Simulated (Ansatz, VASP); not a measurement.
# Cross-check of W9O (W(110)) between VASP and Ansatz, part 2 of 2

Aim: how closely do two programs agree when they are given the same cell, functional and k mesh?  Valence electrons are named where the data sets of a main pair hold unlike numbers.

VASP 6.6.1 and Ansatz 0.2.0.

So far: Set-up; Ansatz: single point, PBE.

## Step 3: VASP: single point, PBE

Level of this step: PBE, no spin polarisation; plane waves and PAW (W, O) (VASP).

The same cell, functional, mesh and smearing now go to VASP, with its own data sets.

Lines of VASP's logs that name or quote its potential files are left out, and so is its time.

Contents of INCAR:

```
SYSTEM = W9O
PREC = Normal
ENCUT = 440
EDIFF = 1E-06
NELM = 120
ISMEAR = 1
SIGMA = 0.15
LREAL = Auto
ALGO = Fast
GGA = PE
NBANDS = 112
LASPH = .TRUE.
LORBIT = 11
LWAVE = .FALSE.
LCHARG = .FALSE.
KPAR = 4
NCORE = 2
IDIPOL = 3
LDIPOL = .TRUE.
DIPOL = 0.5 0.5 0.515
LVHAR = .TRUE.
LVACPOTAV = .TRUE.
```

Contents of POSCAR:

```
W9O
1.0
    9.5161750452      0.0000000000      0.0000000000
    4.7580875226      6.7289519054      0.0000000000
    0.0000000000      0.0000000000     19.4859679369
W O
27 3
Selective dynamics
Direct
    0.0000000000      0.0000000000      0.3848923500  F F F
    0.3333333300      0.0000000000      0.3848923500  F F F
    0.6666666700      0.0000000000      0.3848923500  F F F
    0.0000000000      0.3333333300      0.3848923500  F F F
    0.3333333300      0.3333333300      0.3848923500  F F F
    0.6666666700      0.3333333300      0.3848923500  F F F
    0.0000000000      0.6666666700      0.3848923500  F F F
    0.3333333300      0.6666666700      0.3848923500  F F F
    0.6666666700      0.6666666700      0.3848923500  F F F
    0.8344784516      0.3285956996      0.4967623468  T T T
    0.1702591788      0.3285956996      0.4967623468  T T T
    0.5014394949      0.3304543401      0.4970546539  T T T
    0.8347728249      0.6637876801      0.4970546539  T T T
    0.1678117916      0.6619290396      0.4967623468  T T T
    0.5035925088      0.6619290396      0.4967623468  T T T
    0.8369258388      0.9952623696      0.4967623468  T T T
    0.1681061649      0.9971210101      0.4970546539  T T T
    0.5011451216      0.9952623696      0.4967623468  T T T
    0.0062673702      0.9901996794      0.6108497512  T T T
    0.3368662804      0.9901996794      0.6108497512  T T T
    0.6709761547      0.9913810307      0.6069373980  T T T
    0.0043094847      0.3247143607      0.6069373980  T T T
    0.3396007002      0.3235330094      0.6108497512  T T T
    0.6701996204      0.3235330094      0.6108497512  T T T
    0.0035329504      0.6568663494      0.6108497512  T T T
    0.3376428147      0.6580477007      0.6069373980  T T T
    0.6729340402      0.6568663494      0.6108497512  T T T
    0.1222230958      0.0888871384      0.6723551260  T T T
    0.4555564258      0.4222204784      0.6723551260  T T T
    0.7888897658      0.7555538084      0.6723551260  T T T
```

Contents of KPOINTS:

```
Automatic mesh
0
Gamma
4 4 1
0 0 0
```

PAW data sets: W and O (PBE family, release 64).

Run with:

```
$ mpirun -np 8 vasp_std
```

Numbers of over 12 decimals in the logs are rounded to 6 here.

Output:

```text
[banner, memory and clock lines left out]
running    8 mpi-ranks, on    1 nodes
 distrk:  each k-point on    2 cores,    4 groups
 distr:  one band on    2 cores,    1 groups

 POSCAR found type information on POSCAR W O
 POSCAR found :  2 types and      30 ions
 LDA part: xc-table for (Slater+PW92), standard interpolation
 POSCAR, INCAR and KPOINTS ok, starting setup
 FFT: planning ... GRIDC
 FFT: planning ... GRID_SOFT
 FFT: planning ... GRID
 WAVECAR not read
 entering main loop
       N       E                     dE             d eps       ncg     rms          rms(c)
DAV:   1     0.985509773652E+03    0.98551E+03   -0.62448E+04  1576   0.113E+03
DAV:   2    -0.216806972149E+03   -0.12023E+04   -0.11543E+04  2224   0.267E+02
DAV:   3    -0.364955131823E+03   -0.14815E+03   -0.14374E+03  1832   0.952E+01
DAV:   4    -0.376811640788E+03   -0.11857E+02   -0.11642E+02  2536   0.225E+01
DAV:   5    -0.377187663626E+03   -0.37602E+00   -0.37209E+00  2320   0.431E+00    0.101E+02
RMM:   6    -0.356350836995E+03    0.20837E+02   -0.67612E+01  1706   0.190E+01    0.422E+01
RMM:   7    -0.353310304895E+03    0.30405E+01   -0.20744E+01  1767   0.132E+01    0.174E+01
RMM:   8    -0.364126242524E+03   -0.10816E+02   -0.41711E+01  2279   0.108E+01    0.151E+01
RMM:   9    -0.351371924542E+03    0.12754E+02   -0.13126E+01  1940   0.714E+00    0.572E+00
RMM:  10    -0.351791790502E+03   -0.41987E+00   -0.50414E+00  2341   0.406E+00    0.324E+00
RMM:  11    -0.351686042352E+03    0.10575E+00   -0.41952E-01  2093   0.141E+00    0.214E+00
RMM:  12    -0.351687813534E+03   -0.17712E-02   -0.15149E-01  2133   0.776E-01    0.974E-01
RMM:  13    -0.351689157038E+03   -0.13435E-02   -0.86572E-02  2511   0.431E-01    0.426E-01
RMM:  14    -0.351690057323E+03   -0.90029E-03   -0.16353E-02  2455   0.199E-01    0.315E-01
[...]
RMM:  20    -0.351691221948E+03   -0.23755E-03   -0.10391E-04  2255   0.164E-02    0.188E-02
RMM:  21    -0.351691319051E+03   -0.97103E-04   -0.23394E-05  2053   0.814E-03    0.945E-03
RMM:  22    -0.351691502108E+03   -0.18306E-03   -0.22200E-05  2089   0.769E-03    0.120E-02
RMM:  23    -0.351691628363E+03   -0.12626E-03   -0.69809E-06  1512   0.449E-03    0.814E-03
RMM:  24    -0.351691667886E+03   -0.39523E-04   -0.39992E-06  1403   0.325E-03    0.431E-03
RMM:  25    -0.351691692466E+03   -0.24580E-04   -0.25774E-06  1302   0.291E-03    0.202E-03
RMM:  26    -0.351691696561E+03   -0.40953E-05   -0.10216E-06  1190   0.199E-03    0.201E-03
RMM:  27    -0.351691697088E+03   -0.52635E-06   -0.52133E-07  1128   0.147E-03
|                                                                             |
|           W    W    AA    RRRRR   N    N  II  N    N   GGGG   !!!           |
|           W    W   A  A   R    R  NN   N  II  NN   N  G    G  !!!           |
|           W    W  A    A  R    R  N N  N  II  N N  N  G       !!!           |
|           W WW W  AAAAAA  RRRRR   N  N N  II  N  N N  G  GGG   !            |
|           WW  WW  A    A  R   R   N   NN  II  N   NN  G    G                |
|           W    W  A    A  R    R  N    N  II  N    N   GGGG   !!!           |
|                                                                             |
|     Did not find any points to average over, which means that no vacuum     |
|     field-free region was found. Please increase the size of  your cell     |
|     in the dimension of the dipole correction to obtain accurate            |
|     workfunction values.                                                    |
|                                                                             |

   1 F= -.35169170E+03 E0= -.35169427E+03  d E =0.771584E-02
```

OUTCAR, selected parts (step 3):

```text
ion  position               nearest neighbor table
   1  0.000  0.000  0.385-  16 2.69  17 2.70   7 2.75   8 2.75   4 2.75   6 2.75  10 3.11  14 3.15
                             2 3.17   3 3.17
   2  0.333  0.000  0.385-  18 2.69  17 2.70   8 2.75   4 2.75   5 2.75   9 2.75  11 3.11  15 3.15
                             1 3.17   3 3.17
   3  0.667  0.000  0.385-  16 2.70  18 2.70   9 2.75   6 2.75   7 2.75   5 2.75  12 3.12  13 3.15
                             1 3.17   2 3.17
   4  0.000  0.333  0.385-  10 2.70  11 2.70   1 2.75   2 2.75   9 2.75   7 2.75  13 3.12  17 3.15
                             5 3.17   6 3.17
   5  0.333  0.333  0.385-  11 2.69  12 2.70   2 2.75   7 2.75   3 2.75   8 2.75  14 3.11  18 3.15
                             4 3.17   6 3.17
   6  0.667  0.333  0.385-  10 2.69  12 2.70   1 2.75   3 2.75   8 2.75   9 2.75  15 3.11  16 3.15
                             4 3.17   5 3.17
   7  0.000  0.667  0.385-  14 2.69  13 2.70   1 2.75   3 2.75   5 2.75   4 2.75  16 3.11  11 3.15
                             8 3.17   9 3.17
   8  0.333  0.667  0.385-  14 2.70  15 2.70   1 2.75   2 2.75   5 2.75   6 2.75  17 3.12  12 3.15
                             7 3.17   9 3.17
   9  0.667  0.667  0.385-  15 2.69  13 2.70   3 2.75   4 2.75   2 2.75   6 2.75  18 3.11  10 3.15
                             7 3.17   8 3.17
  10  0.834  0.329  0.497-  22 2.68   6 2.69   4 2.70  24 2.73  16 2.73  15 2.73  17 2.74  13 2.76
                             1 3.11  27 3.13   9 3.15  12 3.16  19 3.18  11 3.20
  11  0.170  0.329  0.497-  22 2.68   5 2.69   4 2.70  23 2.73  18 2.73  14 2.73  17 2.74  13 2.76
                             2 3.11  25 3.13   7 3.15  12 3.16  20 3.18  10 3.20
  12  0.501  0.330  0.497-   5 2.70   6 2.70  23 2.72  24 2.72  14 2.74  15 2.74  18 2.76  16 2.76
                            26 3.07   3 3.12  21 3.13   8 3.15  11 3.16  10 3.16
  13  0.835  0.664  0.497-   9 2.70   7 2.70  27 2.72  25 2.72  18 2.74  16 2.74  10 2.76  11 2.76
                            21 3.07   4 3.12  22 3.13   3 3.15  15 3.16  14 3.16
  14  0.168  0.662  0.497-  26 2.68   7 2.69   8 2.70  25 2.73  16 2.73  11 2.73  12 2.74  17 2.76
                             5 3.11  19 3.13   1 3.15  13 3.16  23 3.18  15 3.20
  15  0.504  0.662  0.497-  26 2.68   9 2.69   8 2.70  27 2.73  18 2.73  10 2.73  12 2.74  17 2.76
                             6 3.11  20 3.13   2 3.15  13 3.16  24 3.18  14 3.20
  16  0.837  0.995  0.497-  21 2.68   1 2.69   3 2.70  19 2.73  10 2.73  14 2.73  13 2.74  12 2.76
                             7 3.11  24 3.13   6 3.15  17 3.16  25 3.18  18 3.20
  17  0.168  0.997  0.497-   2 2.70   1 2.70  20 2.72  19 2.72  11 2.74  10 2.74  14 2.76  15 2.76
                            22 3.07   8 3.12  26 3.13   4 3.15  18 3.16  16 3.16
  18  0.501  0.995  0.497-  21 2.68   2 2.69   3 2.70  20 2.73  11 2.73  15 2.73  13 2.74  12 2.76
                             9 3.11  23 3.13   5 3.15  17 3.16  27 3.18  16 3.20
  19  0.006  0.990  0.611-  28 2.09  17 2.72  16 2.73  26 2.73  22 2.75  24 2.76  25 2.76  14 3.13
                            20 3.15  10 3.18  21 3.19
  20  0.337  0.990  0.611-  28 2.09  17 2.72  18 2.73  26 2.73  22 2.75  23 2.76  27 2.76  15 3.13
                            19 3.15  11 3.18  21 3.19
  21  0.671  0.991  0.607-  30 2.04  16 2.68  18 2.68  24 2.73  23 2.73  25 2.75  27 2.75  13 3.07
                            12 3.13  19 3.19  20 3.19
  22  0.004  0.325  0.607-  28 2.04  11 2.68  10 2.68  27 2.73  25 2.73  20 2.75  19 2.75  17 3.07
                            13 3.13  23 3.19  24 3.19
  23  0.340  0.324  0.611-  29 2.09  12 2.72  11 2.73  21 2.73  26 2.75  20 2.76  25 2.76  18 3.13
                            24 3.15  14 3.18  22 3.19
  24  0.670  0.324  0.611-  29 2.09  12 2.72  10 2.73  21 2.73  26 2.75  19 2.76  27 2.76  16 3.13
                            23 3.15  15 3.18  22 3.19
  25  0.004  0.657  0.611-  30 2.09  13 2.72  14 2.73  22 2.73  21 2.75  19 2.76  23 2.76  11 3.13
                            27 3.15  16 3.18  26 3.19
  26  0.338  0.658  0.607-  29 2.04  14 2.68  15 2.68  20 2.73  19 2.73  24 2.75  23 2.75  12 3.07
                            17 3.13  25 3.19  27 3.19
  27  0.673  0.657  0.611-  30 2.09  13 2.72  15 2.73  22 2.73  21 2.75  20 2.76  24 2.76  10 3.13
                            25 3.15  18 3.18  26 3.19
  28  0.122  0.089  0.672-  22 2.04  20 2.09  19 2.09
  29  0.456  0.422  0.672-  26 2.04  23 2.09  24 2.09
  30  0.789  0.756  0.672-  21 2.04  25 2.09  27 2.09

  LATTYP: Found a base centered orthorhombic cell.
 ALAT       =     9.5161750452
 B/A-ratio  =     1.4142135624
 C/A-ratio  =     2.0476680856

 Subroutine GETGRP returns: Found  2 space group operations
 (whereof  1 operations were pure point group operations)

The static configuration has the point symmetry C_1 .
 The point group associated with its full space group is C_1h.

 Found      7 irreducible k-points:

   k-points           NKPTS =      7   k-points in BZ     NKDIM =      7   number of bands    NBANDS=    112

   dimension x,y,z NGX =    50 NGY =   42 NGZ =  100
   dimension x,y,z NGXF=   100 NGYF=   84 NGZF=  200

   ENCUT  =  440.0 eV  32.34 Ry    5.69 a.u.  16.28 14.10 33.33*2*pi/ulx,y,z

   NELECT =     180.0000    total number of electrons

 k-points in reciprocal lattice and weights: Automatic mesh
   0.00000000  0.00000000  0.00000000       0.062
   0.25000000  0.00000000  0.00000000       0.250
   0.50000000  0.00000000  0.00000000       0.125
   0.00000000  0.25000000  0.00000000       0.125
   0.50000000  0.25000000  0.00000000       0.125
  -0.25000000  0.25000000  0.00000000       0.250
   0.00000000  0.50000000  0.00000000       0.062

 dipolmoment           0.000000      0.000000      0.035002 electrons x Angstroem

 average (electrostatic) potential at core
       1 -45.9568       2 -45.9568       3 -45.9049       4 -45.9049       5 -45.9568
       6 -45.9568       7 -45.9568       8 -45.9049       9 -45.9568      10 -46.0060
      11 -46.0060      12 -46.0970      13 -46.0970      14 -46.0060      15 -46.0060
      16 -46.0060      17 -46.0970      18 -46.0060      19 -46.2430      20 -46.2430
      21 -46.1298      22 -46.1298      23 -46.2430      24 -46.2430      25 -46.2430
      26 -46.1298      27 -46.2430      28 -77.1708      29 -77.1708      30 -77.1708

 E-fermi :  -0.3076

 k-point     1 :       0.0000    0.0000    0.0000
  band No.  band energies     occupation
    ...
     86      -0.5387      2.05165
     87      -0.5204      2.06213
     88      -0.4683      2.06206
     89      -0.4359      2.00578
     90      -0.4359      2.00577
     91      -0.1160     -0.07012
     92      -0.1160     -0.07012
     93       0.1082     -0.00063
     94       0.2930     -0.00000
     95       0.2930     -0.00000
    ...

 k-point     2 :       0.2500    0.0000    0.0000
  band No.  band energies     occupation
    ...
     86      -0.6315      2.00925
     87      -0.4794      2.06874
     88      -0.3868      1.76980
     89      -0.3443      1.40076
     90      -0.3308      1.25823
     91      -0.1777     -0.01031
     92      -0.0634     -0.04354
     93      -0.0321     -0.02613
     94       0.1033     -0.00074
     95       0.1484     -0.00015
    ...

 k-point     3 :       0.5000    0.0000    0.0000
  band No.  band energies     occupation
    ...
     85      -0.7190      2.00073
     86      -0.5720      2.03182
     87      -0.5720      2.03182
     88      -0.2920      0.82505
     89      -0.2920      0.82501
     90      -0.1586     -0.04889
     91      -0.1586     -0.04890
     92      -0.0628     -0.04315
     93      -0.0382     -0.02914
     94      -0.0382     -0.02914
    ...

  Total      -42.9251494    -19.0927890     -1.4204861      0.0000000     -0.4314608      0.0000000
  in kB      -55.1176342    -24.5159161     -1.8239618      0.0000000     -0.5540132      0.0000000
  external PRESSURE =     -27.1525040 kB  Pullay stress =       0.0000000 kB

  energy-cutoff  :      440.00
  volume of cell :     1247.76
      direct lattice vectors                 reciprocal lattice vectors
     9.516175045  0.000000000  0.000000000     0.105084238 -0.074305777  0.000000000
     4.758087523  6.728951905  0.000000000     0.000000000  0.148611554  0.000000000
     0.000000000  0.000000000 19.485967937     0.000000000  0.000000000  0.051318980

 POSITION                                       TOTAL-FORCE (eV/Angst)
 -----------------------------------------------------------------------------------
      0.00000      0.00000      7.50000         0.069086      0.001456     -0.107369
      3.17206      0.00000      7.50000        -0.069086      0.001456     -0.107369
      6.34412      0.00000      7.50000         0.000000      0.037076      0.264521
      1.58603      2.24298      7.50000         0.000000      0.037076      0.264521
      4.75809      2.24298      7.50000         0.069086      0.001456     -0.107369
      7.93015      2.24298      7.50000        -0.069086      0.001456     -0.107369
      3.17206      4.48597      7.50000        -0.069086      0.001456     -0.107369
      6.34412      4.48597      7.50000         0.000000      0.037076      0.264521
      9.51618      4.48597      7.50000         0.069086      0.001456     -0.107369
      9.50453      2.21110      9.67990         0.014171      0.001207      0.004813
      3.18370      2.21110      9.67990        -0.014171      0.001207      0.004813
      6.34412      2.22361      9.68559         0.000000     -0.005090     -0.015887
     11.10220      4.46660      9.68559         0.000000     -0.005090     -0.015887
      4.74644      4.45409      9.67990         0.014171      0.001207      0.004813
      7.94179      4.45409      9.67990        -0.014171      0.001207      0.004813
     12.69988      6.69707      9.67990        -0.014171      0.001207      0.004813
      6.34412      6.70958      9.68559         0.000000     -0.005090     -0.015887
      9.50453      6.69707      9.67990         0.014171      0.001207      0.004813
      4.77110      6.66301     11.90300         0.006831     -0.013506     -0.016068
      7.91714      6.66301     11.90300        -0.006831     -0.013506     -0.016068
     11.10220      6.67096     11.82676        -0.000000     -0.021701     -0.001647
      1.58603      2.18499     11.82676        -0.000000     -0.021701     -0.001647
      4.77110      2.17704     11.90300         0.006831     -0.013506     -0.016068
      7.91714      2.17704     11.90300        -0.006831     -0.013506     -0.016068
      3.15905      4.42002     11.90300        -0.006831     -0.013506     -0.016068
      6.34412      4.42797     11.82676        -0.000000     -0.021701     -0.001647
      9.52919      4.42002     11.90300         0.006831     -0.013506     -0.016068
      1.58603      0.59812     13.10149         0.000000      0.011401     -0.009742
      6.34412      2.84110     13.10149         0.000000      0.011401     -0.009742
     11.10220      5.08409     13.10149         0.000000      0.011401     -0.009742
 -----------------------------------------------------------------------------------
    total drift:                                0.000085     -0.014417      0.008802

  FREE ENERGIE OF THE ION-ELECTRON SYSTEM (eV)
  ---------------------------------------------------
  free  energy   TOTEN  =      -351.6916970875 eV

  energy  without entropy=     -351.6994129320  energy(sigma->0) =     -351.69426904

 vacuum level on the upper side and lower side of the slab         4.686         4.585

 total charge
# of ion       s       p       d       tot
------------------------------------------
    1        0.678   0.531   4.062   5.271
    2        0.678   0.531   4.062   5.271
    3        0.677   0.530   4.066   5.273
    4        0.677   0.530   4.066   5.273
    5        0.678   0.531   4.062   5.271
    6        0.678   0.531   4.062   5.271
    7        0.678   0.531   4.062   5.271
    8        0.677   0.530   4.066   5.273
    9        0.678   0.531   4.062   5.271
   10        0.685   0.708   4.230   5.623
   11        0.685   0.708   4.230   5.623
   12        0.683   0.723   4.192   5.598
   13        0.683   0.723   4.192   5.598
   14        0.685   0.708   4.230   5.623
   15        0.685   0.708   4.230   5.623
   16        0.685   0.708   4.230   5.623
   17        0.683   0.723   4.192   5.598
   18        0.685   0.708   4.230   5.623
   19        0.657   0.609   4.099   5.365
   20        0.657   0.609   4.099   5.365
   21        0.667   0.624   4.181   5.472
   22        0.667   0.624   4.181   5.472
   23        0.657   0.609   4.099   5.365
   24        0.657   0.609   4.099   5.365
   25        0.657   0.609   4.099   5.365
   26        0.667   0.624   4.181   5.472
   27        0.657   0.609   4.099   5.365
   28        1.590   3.402   0.000   4.992
   29        1.590   3.402   0.000   4.992
   30        1.590   3.402   0.000   4.992
--------------------------------------------------
tot         22.967  26.925 111.664 161.556

[... 3 further parts left out ...]
```

This run has no spin polarisation, so a moment on W, if there is one, isn't seen. The data set W keeps the semicore shell frozen, which is cheaper and a little less accurate.

## Step 4: Side by side

Known differences besides the potentials themselves: the data sets hold 396 valence electrons in Ansatz (on its default PAW (the set named soft_2) files) and 180 in VASP; the cutoff is 420 eV in Ansatz and 440 eV in VASP (PREC = Normal, projectors in real space). Total energies have different zeros and are not compared.

Both answers:

| quantity | Ansatz | VASP | difference |
| --- | --- | --- | --- |
| work function, lower of the two faces (eV) | 4.88 | 4.89 | -0.01 |
| work function, higher of the two faces (eV) | 4.97 | 4.99 | -0.03 |

Forces on 10 of the 30 atoms, those with the largest forces and the largest differences (eV/Å; atoms numbered as in POSCAR):

| atom | Ansatz x, y, z | VASP x, y, z |
| --- | --- | --- |
| W1 | 0.068, 0.001, -0.305 | 0.069, 0.001, -0.107 |
| W2 | -0.068, 0.001, -0.305 | -0.069, 0.001, -0.107 |
| W4 | 0.000, 0.038, 0.070 | 0.000, 0.037, 0.265 |
| W5 | 0.068, 0.001, -0.305 | 0.069, 0.001, -0.107 |
| W6 | -0.068, 0.001, -0.305 | -0.069, 0.001, -0.107 |
| W7 | -0.068, 0.001, -0.305 | -0.069, 0.001, -0.107 |
| W9 | 0.068, 0.001, -0.305 | 0.069, 0.001, -0.107 |
| W21 | 0.000, -0.120, 0.232 | 0.000, -0.022, -0.002 |
| W22 | 0.000, -0.120, 0.232 | 0.000, -0.022, -0.002 |
| W26 | 0.000, -0.120, 0.232 | 0.000, -0.022, -0.002 |

The forces differ by 95 meV/Å r.m.s., which is 159.9 % of the r.m.s. force of 0.060 eV/Å (both taken over all components, held atoms included). VASP's log warns that it found no field-free region in the vacuum, so its work functions are uncertain. With vacuum in the cell, a pressure given here is an average over mostly empty space and none of the material.

## Step 5: Summary of results

| Item | Value |
| --- | --- |
| r.m.s. force difference (single point, PBE) | 95 meV/Å |

**Reading.** The r.m.s. force difference is 95 meV/Å (single point, PBE), beyond the 12 meV/Å picked in this series as the mark of a large difference. The data sets hold unlike numbers of valence electrons (396 in Ansatz and 180 in VASP), so part of the differences comes from the potentials. What causes the difference of the single point, PBE pair stays open here. 2 further runs of this series are not shown here. Such differences can come from data sets, numerical settings and the points named under the comparisons, not from the functional's error against experiment.

[Lines on the potential files, build, host, timing and source positions are cut from VASP's logs without a mark.]

[Logs are printed without paths, hosts, clocks, repeated set-up lines and the standing remarks that a program may print on its own settings, such as how far it seeks lower states.]

[Hosts, paths, dates, database ids (printed as entryN), source tags and the programs' standing remarks are cut or masked in the printed files.]
